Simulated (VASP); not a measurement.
```
CELL_PARAMETERS angstrom
      1.75977    -3.04801     0.00000
      1.75977     3.04801     0.00000
      0.00000     0.00000     6.00846
ATOMIC_POSITIONS crystal
  Ti 0.00000 0.00000 0.00000
  Se 0.33333 0.66667 0.25739
  Se 0.66667 0.33333 0.74261
```

Calculation: optB86b-vdW, VASP's PBE PAW potentials (set 64) (plane waves; VASP). Run with 520 eV cut-off, 11×11×6 Γ-centred mesh, tetrahedra with Blöchl corrections, potentials Ti_sv Se.

Q: Predict the energy per atom (σ→0), band gap (on the k-mesh) with the smallest direct gap where there is one.

A: 
```yaml
band gap (on the k-mesh): none (metal, semimetal or under 0.01 eV)
energy per atom (σ→0): -399.8 kJ/mol of atoms
```

Only differences to runs with the same potentials and settings are physical.

The compound is TiSe2 in the 1T layered structure. It was relaxed first.
